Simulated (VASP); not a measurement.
# NaLa (P-6m2) in VASP: notebook

The runs below take NaLa through single point, with PBE.

All numbers are computed with VASP 6.6.1; they aren't measurements. Logs are shortened: lines on timing, memory, paths and dates and some standing lists are left out, and cuts for length are marked.

**1. Starting point**

It takes space group P-6m2 (No. 187, hexagonal). Conventional cell: a = 3.606 Å, b = 3.606 Å, c = 6.484 Å, α = 90.00°, β = 90.00°, γ = 120.00°. Around Na (site symmetry -6m2) lie 6 Na at 3.61 Å and 6 La at 3.85 Å. Around La (site symmetry -6m2) lie 6 La at 3.61 Å and 6 Na at 3.85 Å.

The cell comes from a database or a generator and needn't be the stable form of this composition.

**2. Single point, PBE**

File INCAR:

```
PREC     = Accurate       # precision mode
ENCUT    = 520            # plane-wave cutoff, eV
EDIFF    = 1E-6           # SCF threshold, eV
ISMEAR   = 1              # smearing method
SIGMA    = 0.1            # smearing width, eV
LREAL    = F              # projectors in reciprocal space
LASPH    = T              # aspherical terms in the spheres
NELM     = 100            # most SCF steps
ALGO     = Normal         # electronic algorithm
ISIF     = 2              # what is computed and relaxed
LWAVE    = F              # write WAVECAR
LCHARG   = F              # write CHGCAR
GGA      = PE             # functional
NBANDS   = 16             # bands
```

File KPOINTS:

```
regular mesh
0
Gamma
  7 7 4
```

File POSCAR:

```
NaLa
1.0
    3.6062510000      0.0000000000      0.0000000000
   -1.8031250000      3.1231050000      0.0000000000
    0.0000000000      0.0000000000      6.4837820000
Na La
1 1
Direct
    0.0000000000      0.0000000000      0.0000000000
    0.3333333333      0.6666666667      0.5000000000
```

Potentials or basis: VASP PAW PBE potentials, release 64 (Na_pv, La).

The run is started by

```bash
> cat potpaw_PBE.64/Na_pv/POTCAR potpaw_PBE.64/La/POTCAR > POTCAR
> mpirun -np 1 vasp_std > vasp.out
```

OUTCAR:

```text
PREC = Accurate
   ENCUT = 520
   EDIFF = 1E-6
   ISMEAR = 1
   LREAL = F
   LASPH = T
   NELM = 100
   ISIF = 2
   GGA = PE

 ion  position               nearest neighbor table
   1  0.000  0.000  0.000-
   2  0.333  0.667  0.500-

  LATTYP: Found a hexagonal cell.
 ALAT       =     3.6062510000
 C/A-ratio  =     1.7979286522

  Lattice vectors:

 A1 = (   3.6062510000,   0.0000000000,   0.0000000000)
 A2 = (  -1.8031250000,   3.1231050000,   0.0000000000)
 A3 = (   0.0000000000,   0.0000000000,   6.4837820000)

Analysis of symmetry for initial positions (statically):
=====================================================================
 Subroutine PRICEL returns:
 Original cell was already a primitive cell.

 Routine SETGRP: Setting up the symmetry group for a
 hexagonal supercell.

 Subroutine GETGRP returns: Found 12 space group operations
 (whereof 12 operations were pure point group operations)
 out of a pool of 24 trial point group operations.

The static configuration has the point symmetry D_3h.

Analysis of symmetry for dynamics (positions and initial velocities):
=====================================================================
 Subroutine PRICEL returns:
 Original cell was already a primitive cell.

 Routine SETGRP: Setting up the symmetry group for a
 hexagonal supercell.

 Subroutine GETGRP returns: Found 12 space group operations
 (whereof 12 operations were pure point group operations)
 out of a pool of 24 trial point group operations.

The dynamic configuration has the point symmetry D_3h.

 Subroutine INISYM returns: Found 12 space group operations
 (whereof 12 operations are pure point group operations),
 and found     1 'primitive' translations

----------------------------------------------------------------------------------------

                                     Primitive cell

  volume of cell :      73.0249

  direct lattice vectors                    reciprocal lattice vectors
     3.606251000  0.000000000  0.000000000     0.277296284  0.160097038  0.000000000
    -1.803125000  3.123105000  0.000000000     0.000000000  0.320194166  0.000000000
     0.000000000  0.000000000  6.483782000     0.000000000  0.000000000  0.154230972

  length of vectors
     3.606251000  3.606250769  6.483782000     0.320194145  0.320194166  0.154230972

  position of ions in fractional coordinates (direct lattice)
     0.000000000  0.000000000  0.000000000
     0.333333333  0.666666667  0.500000000

  ion indices of the primitive-cell ions
   primitive index   ion index
                 1           1
                 2           2

----------------------------------------------------------------------------------------

 KPOINTS: regular mesh

Automatic generation of k-mesh.
 Grid dimensions read from file:
 generate k-points for:    7    7    4

 Generating k-lattice:

  Cartesian coordinates                     Fractional coordinates (reciprocal lattice)
     0.039613755  0.022871005  0.000000000     0.142857143  0.000000000  0.000000000
     0.000000000  0.045742024  0.000000000     0.000000000  0.142857143  0.000000000
     0.000000000  0.000000000  0.038557743     0.000000000  0.000000000  0.250000000

  Length of vectors
     0.045742021  0.045742024  0.038557743

  Shift w.r.t. Gamma in fractional coordinates (k-lattice)
     0.000000000  0.000000000  0.000000000

 Subroutine IBZKPT returns following result:
 ===========================================

 Found     24 irreducible k-points:

 Following reciprocal coordinates:
            Coordinates               Weight
  0.000000  0.000000  0.000000      1.000000
  0.142857  0.000000  0.000000      6.000000
  0.285714  0.000000  0.000000      6.000000
  0.428571  0.000000  0.000000      6.000000
  0.142857  0.142857  0.000000      6.000000
  0.285714  0.142857  0.000000     12.000000
[... 16 lines left out ...]
  0.428571  0.142857  0.500000      6.000000
  0.285714  0.285714  0.500000      6.000000
   k-points           NKPTS =     24   k-points in BZ     NKDIM =     24   number of bands    NBANDS=     16
   number of dos      NEDOS =    301   number of ions     NIONS =      2
   total plane-waves  NPLWV =  37632
   dimension x,y,z NGX =    28 NGY =   28 NGZ =   48
   dimension x,y,z NGXF=    56 NGYF=   56 NGZF=   96
   ions per type =               1   1
   NGX,Y,Z   is equivalent  to a cutoff of  12.91, 12.91, 12.31 a.u.
   NGXF,Y,Z  is equivalent  to a cutoff of  25.82, 25.82, 24.61 a.u.
 SYSTEM =  unknown system
   PREC   = accura    normal or accurate (medium, high low for compatibility)
   ISTART =      0    job   : 0-new  1-cont  2-samecut
   ICHARG =      2    charge: 1-file 2-atom 10-const
   ISPIN  =      1    spin polarized calculation?
   LNONCOLLINEAR =      F non collinear calculations
   LSORBIT =      F    spin-orbit coupling
   LASPH  =      T    aspherical Exc in radial PAW
   ENCUT  =  520.0 eV  38.22 Ry    6.18 a.u.   6.71  6.71 12.06*2*pi/ulx,y,z
   NELM   =    100;   NELMIN=  2; NELMDL= -5     # of ELM steps
   EDIFF  = 0.1E-05   stopping-criterion for ELM
   LREAL  =      F    real-space projection
   EDIFFG = 0.1E-04   stopping-criterion for IOM
   NSW    =      0    number of steps for IOM
   IBRION =     -1    ionic relax: 0-MD 1-quasi-New 2-CG
   NFREE  =      0    steps in history (QN), initial steepest desc. (CG)
   ISIF   =      2    stress and relaxation
   ISYM   =      2    0-nonsym 1-usesym 2-fastsym
   POTIM  = 0.5000    time-step for ionic-motion
   TEBEG  =    0.0;   TEEND  =   0.0 temperature during run
   PSTRESS=    0.0 pullay stress
   NELECT =      18.0000    total number of electrons
   NUPDOWN=      -1.0000    fix difference up-down
   EMIN   =  10.00;   EMAX   =-10.00  energy-range for DOS
   EFERMI =   0.00;   METHOD = LEGACY
   ISMEAR =     1;   SIGMA  =   0.10  broadening in eV -4-tet -1-fermi 0-gaus
   EFERMI_NEDOS =   21; number of points for ismear=-14 and -15
   IALGO  =     38    algorithm
   IMIX   =      4    mixing-type and parameters
     AMIX     =   0.40;   BMIX     =  1.00
     AMIX_MAG =   1.60;   BMIX_MAG =  1.00
  volume/ion in A,a.u.               =      36.51       246.40
  Fermi-wavevector in a.u.,A,eV,Ry     =   1.026460  1.939728 14.335371  1.053620
  Thomas-Fermi vector in A             =   2.160354
   LORBIT       =      0    0 simple, 1 ext, 2 COOP (PROOUT), +10 PAW based schemes
   GGA     = PE    functional components
   LHFCALC =     F    Hartree Fock is set to
   AEXX    =    0.0000 exact exchange contribution
   IVDW    =     0    specifies the selected vdW correction
   LEPSILON=     F    determine dielectric tensor
   LRPA    =     F    only Hartree local field effects (RPA)
 non-spin polarized calculation
 Methfessel and Paxton  Order N= 1 SIGMA  =   0.10
  energy-cutoff  :      520.00
  volume of cell :       73.02
 maximum number of plane-waves:      1980
 NGX is ok and might be reduce to    28
   NGX = 13   NGY = 13   NGZ = 25

 number of electron      17.9999986 magnetization

 Free energy of the ion-electron system (eV)
  ---------------------------------------------------
  ext. energy  EPLUGINS =         0.00000000
  ---------------------------------------------------
  free energy    TOTEN  =        -5.88189111 eV

  energy without entropy =       -5.88295637  energy(sigma->0) =       -5.88224619

 E-fermi :   4.2060     XC(G=0):  -8.1436

 val. band max:        4.2051571604   @ k =   0.1429   0.1429   0.0000
 cond. band min:       4.2420223883   @ k =   0.2857   0.0000   0.2500
 fundamental gap:      0.0368652279
 Fermi energy:         4.2060116992

 k-point     1 :       0.0000    0.0000    0.0000
  band No.  band energies     occupation
      1     -28.9605      2.00000
      2     -20.2360      2.00000
      3     -20.2352      2.00000
      4     -20.2352      2.00000
      5     -12.7348      2.00000
      6     -11.8853      2.00000
[... 8 lines left out ...]
     15       5.9007     -0.00000
     16       5.9007     -0.00000

 k-point     2 :       0.1429    0.0000    0.0000
  band No.  band energies     occupation
      1     -28.9248      2.00000
      2     -20.2428      2.00000
      3     -20.2370      2.00000
      4     -20.2348      2.00000
      5     -12.6905      2.00000
      6     -12.1777      2.00000
[... 8 lines left out ...]
     15       5.8593     -0.00000
     16       5.9661     -0.00000

 k-point     3 :       0.2857    0.0000    0.0000
  band No.  band energies     occupation
      1     -28.8430      2.00000
      2     -20.2598      2.00000
      3     -20.2411      2.00000
      4     -20.2321      2.00000
      5     -12.7819      2.00000
      6     -12.5888      2.00000
[... 8 lines left out ...]
     15       5.9281     -0.00000
     16       5.9586     -0.00000

 k-point     4 :       0.4286    0.0000    0.0000
  band No.  band energies     occupation
      1     -28.7757      2.00000
      2     -20.2734      2.00000
      3     -20.2443      2.00000
      4     -20.2299      2.00000
      5     -13.2250      2.00000
      6     -12.5049      2.00000
[... 8 lines left out ...]
     15       5.9760     -0.00000
     16       6.0042     -0.00000
[... 324 lines left out ...]
 k-point    22 :       0.2857    0.1429    0.5000
  band No.  band energies     occupation
      1     -28.7909      2.00000
      2     -20.2672      2.00000
      3     -20.2469      2.00000
      4     -20.2303      2.00000
      5     -13.0204      2.00000
      6     -12.5258      2.00000
[... 8 lines left out ...]
     15       5.9451     -0.00000
     16       6.0381     -0.00000

 k-point    23 :       0.4286    0.1429    0.5000
  band No.  band energies     occupation
      1     -28.7569      2.00000
      2     -20.2730      2.00000
      3     -20.2495      2.00000
      4     -20.2294      2.00000
      5     -13.2060      2.00000
      6     -12.4825      2.00000
[... 8 lines left out ...]
     15       5.9479     -0.00000
     16       6.0982     -0.00000

 k-point    24 :       0.2857    0.2857    0.5000
  band No.  band energies     occupation
      1     -28.7486      2.00000
      2     -20.2675      2.00000
      3     -20.2571      2.00000
      4     -20.2291      2.00000
      5     -13.0286      2.00000
      6     -12.6757      2.00000
[... 8 lines left out ...]
     15       5.8686     -0.00000
     16       6.1404     -0.00000

------------------------ aborting loop because EDIFF is reached ----------------------------------------

  FORCE on cell =-STRESS in cart. coord.  units (eV):
  Direction    XX          YY          ZZ          XY          YZ          ZX
  --------------------------------------------------------------------------------------
  -------------------------------------------------------------------------------------
  Total       -0.1802956     -0.1802956      0.0606469     -0.0000000      0.0000000     -0.0000000
  in kB       -3.9557126     -3.9557127      1.3306015     -0.0000006      0.0000000     -0.0000000
  external PRESSURE =      -2.1936079 kB  Pullay stress =       0.0000000 kB

 VOLUME and BASIS-vectors are now :
 -----------------------------------------------------------------------------
  energy-cutoff  :      520.00
  volume of cell :       73.02
      direct lattice vectors                 reciprocal lattice vectors
     3.606251000  0.000000000  0.000000000     0.277296284  0.160097038  0.000000000
    -1.803125000  3.123105000  0.000000000     0.000000000  0.320194166  0.000000000
     0.000000000  0.000000000  6.483782000     0.000000000  0.000000000  0.154230972

 POSITION                                       TOTAL-FORCE (eV/Angst)
 -----------------------------------------------------------------------------------
      0.00000      0.00000      0.00000         0.000000     -0.000000      0.000000
      0.00000      2.08207      3.24189        -0.000000      0.000000      0.000000
 -----------------------------------------------------------------------------------
    total drift:                               -0.000001     -0.000000     -0.000000

  FREE ENERGIE OF THE ION-ELECTRON SYSTEM (eV)
  ---------------------------------------------------
  free  energy   TOTEN  =        -5.8818911058 eV

  energy  without entropy=       -5.8829563681  energy(sigma->0) =       -5.88224619
```

Run time: 27 s. Hardware: 1 thread of Intel Xeon Platinum 8259CL at 2.50GHz (Skylake/Cascade Lake), shared host; peak memory 0.2 GiB.

Results:

- Free energy: -5.8819 eV
- Pressure: -0.2 GPa
- Band gap on the k mesh: none (metal or under the smearing width)

Spin-orbit coupling is left out, which matters for the levels of La.

**3. Single point, PBE**

File INCAR:

```
SYSTEM = NaLa
  ALGO = Fast
  EDIFF = 1E-7
  ENCUT = 520
  GGA = PE
  ISIF = 2
  ISMEAR = 1
  LASPH = .TRUE.
  LCHARG = .TRUE.
  LELF = .TRUE.
  LREAL = .FALSE.
  LVHAR = .TRUE.
  LWAVE = .FALSE.
  NBANDS = 16
  NELM = 100
  PREC = Accurate
  SIGMA = 0.1
```

File KPOINTS:

```
k-points
0
G
  7 7 4
  0 0 0
```

POSCAR is that of step 2.

Potentials or basis: VASP PAW PBE potentials, release 64 (Na_pv, La).

The run is started by

```bash
> cat potpaw_PBE.64/Na_pv/POTCAR potpaw_PBE.64/La/POTCAR > POTCAR
> mpirun -np 1 vasp_std > vasp.out
```

OUTCAR:

```text
SYSTEM = NaLa
   EDIFF = 1E-7
   ENCUT = 520
   GGA = PE
   ISIF = 2
   ISMEAR = 1
   LASPH = .TRUE.
   LREAL = .FALSE.
   NELM = 100
   PREC = Accurate

 ion  position               nearest neighbor table
   1  0.000  0.000  0.000-
   2  0.333  0.667  0.500-

  LATTYP: Found a hexagonal cell.
 ALAT       =     3.6062510000
 C/A-ratio  =     1.7979286522

  Lattice vectors:

 A1 = (   3.6062510000,   0.0000000000,   0.0000000000)
 A2 = (  -1.8031250000,   3.1231050000,   0.0000000000)
 A3 = (   0.0000000000,   0.0000000000,   6.4837820000)

Analysis of symmetry for initial positions (statically):
=====================================================================
 Subroutine PRICEL returns:
 Original cell was already a primitive cell.

 Routine SETGRP: Setting up the symmetry group for a
 hexagonal supercell.

 Subroutine GETGRP returns: Found 12 space group operations
 (whereof 12 operations were pure point group operations)
 out of a pool of 24 trial point group operations.

The static configuration has the point symmetry D_3h.

Analysis of symmetry for dynamics (positions and initial velocities):
[... 159 lines left out ...]
  energy without entropy =       -5.88295734  energy(sigma->0) =       -5.88224635

 E-fermi :   4.2062     XC(G=0):  -8.1438

 val. band max:        4.2053976086   @ k =   0.1429   0.1429   0.0000
 cond. band min:       4.2421438403   @ k =   0.2857   0.0000   0.2500
 fundamental gap:      0.0367462316
 Fermi energy:         4.2061663303

 k-point     1 :       0.0000    0.0000    0.0000
  band No.  band energies     occupation
      1     -28.9602      2.00000
      2     -20.2381      2.00000
      3     -20.2373      2.00000
      4     -20.2373      2.00000
      5     -12.7345      2.00000
      6     -11.8851      2.00000
[... 433 lines left out ...]
      3     -20.2592      2.00000
      4     -20.2313      2.00000
      5     -13.0284      2.00000
      6     -12.6755      2.00000
[... 8 lines left out ...]
     15       5.8688     -0.00000
     16       6.1419     -0.00000

------------------------ aborting loop because EDIFF is reached ----------------------------------------

  FORCE on cell =-STRESS in cart. coord.  units (eV):
  Direction    XX          YY          ZZ          XY          YZ          ZX
  --------------------------------------------------------------------------------------
  -------------------------------------------------------------------------------------
  Total       -0.1688036     -0.1688036      0.0683507     -0.0000000      0.0000000     -0.0000000
  in kB       -3.7035765     -3.7035766      1.4996245     -0.0000006      0.0000000     -0.0000000
  external PRESSURE =      -1.9691762 kB  Pullay stress =       0.0000000 kB

 VOLUME and BASIS-vectors are now :
 -----------------------------------------------------------------------------
  energy-cutoff  :      520.00
  volume of cell :       73.02
      direct lattice vectors                 reciprocal lattice vectors
     3.606251000  0.000000000  0.000000000     0.277296284  0.160097038  0.000000000
    -1.803125000  3.123105000  0.000000000     0.000000000  0.320194166  0.000000000
     0.000000000  0.000000000  6.483782000     0.000000000  0.000000000  0.154230972

 POSITION                                       TOTAL-FORCE (eV/Angst)
 -----------------------------------------------------------------------------------
      0.00000      0.00000      0.00000        -0.000000      0.000000      0.000000
      0.00000      2.08207      3.24189         0.000000      0.000000      0.000000
 -----------------------------------------------------------------------------------
    total drift:                               -0.000001     -0.000000     -0.000000

  FREE ENERGIE OF THE ION-ELECTRON SYSTEM (eV)
  ---------------------------------------------------
  free  energy   TOTEN  =        -5.8818908613 eV

  energy  without entropy=       -5.8829573351  energy(sigma->0) =       -5.88224635
```

It took 85 s on 1 thread of Intel Xeon Platinum 8259CL at 2.50GHz (Skylake/Cascade Lake), shared host; peak memory 0.21 GiB.

What came out:

```
Free energy            : -5.8819 eV
Pressure               : -0.2 GPa
Band gap on the k mesh : none (metal or under the smearing width)
```
